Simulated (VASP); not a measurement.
## WAl (relaxed from the rock salt structure, space group Fm-3m): computed properties

All values below come from PBEsol GGA, VASP's PBE PAW potentials (set 64) (plane waves; VASP).

For WAl, the space group is Fm-3m (225) and the cell is a = 5.0832 Å, b = 5.0832 Å, c = 5.0832 Å, α = 90.00°, β = 90.00°, γ = 90.00°. The volume per atom is 16.42 Å³/atom. The band gap (over mesh and band path) comes out as none (metal, semimetal or under 0.01 eV) and the density is 10.66 g/cm³.

AlW is taken in the cubic space group Fm-3m (No. 225), the rock salt structure, Pearson symbol cF8. Cell: a = 5.083 Å, b = 5.083 Å, c = 5.083 Å, α = 90.00°, β = 90.00°, γ = 90.00°. W on 4a is surrounded by 6 Al at 2.542 Å and 12 W at 3.594 Å. Al on 4b is coordinated by 6 W at 2.542 Å (octahedral). (Neighbours: up to the widest gap in distance over summed covalent radii, below 1.35, at either atom.)
(The calculation used a cell of 2 atoms; values per cell refer to that cell.)

Unless said otherwise, spin-orbit coupling is left out, though it shifts the bands of the heavy elements here.

The structure was generated: WAl was put into the rock salt type (Fm-3m), which need not be its known phase. It was relaxed first, which changed the volume by -42 %. Symmetry was kept, so distortions that lower it aren't found. The electron count is odd and the run is not spin-polarised, which forces a metal.
